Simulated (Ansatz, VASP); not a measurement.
**RbIn: VASP beside Ansatz**

INCAR

```
PREC = Accurate
ENCUT = 520
EDIFF = 1E-7
ISMEAR = -1
SIGMA = 0.05
LREAL = False
LASPH = True
NELM = 100
ALGO = Normal
ISIF = 2
LWAVE = False
LCHARG = False
GGA = PE
NBANDS = 18
```

Contents of KPOINTS:

```
Automatic mesh
0
Gamma
  9 9 9
```

File POSCAR:

```
RbIn
1.0
    4.4528829808      0.0000000000      0.0000000000
    0.0000000000      4.4528829808      0.0000000000
    0.0000000000      0.0000000000      4.4528829808
Rb In
1 1
Direct
    0.0000000000      0.0000000000      0.0000000000
    0.5000000000      0.5000000000      0.5000000000
```

Input for Ansatz:

```yaml
crystal:
  lattice:
    - [4.4528829808, 0.0, 0.0]
    - [0.0, 4.4528829808, 0.0]
    - [0.0, 0.0, 4.4528829808]
  atoms:
    - { symbol: Rb, position: [0.0, 0.0, 0.0] }
    - { symbol: In, position: [0.5, 0.5, 0.5] }
kpoints:
  mp_grid: { grid: [9, 9, 9] }
scf:
  occupations: { method: fermi_dirac, width: 0.05 }
hamiltonian:
  xc: pbe
  pseudopotentials: { kind: nc }
output:
  forces: true
  stress: true
  eigenvalues: true
```

Alike in both runs: task single point; functional PBE; k mesh 9 × 9 × 9; occupations fermi-dirac, width 0.05 eV; no spin polarisation.

|  | VASP | Ansatz |
| --- | --- | --- |
| version | VASP 6.6.1 | Ansatz 0.2.0 |
| potentials or method | VASP PAW PBE potentials, release 64 (Rb_sv, In_d) | norm-conserving pseudopotentials, scalar-relativistic |
| plane-wave cutoff (eV) | 520 | 952 |
| valence electrons in the cell | 22 | 22 |

|  | VASP | Ansatz | Ansatz less VASP |
| --- | --- | --- | --- |
| pressure (GPa) | 0.0 | 0.0 | +0.01 |
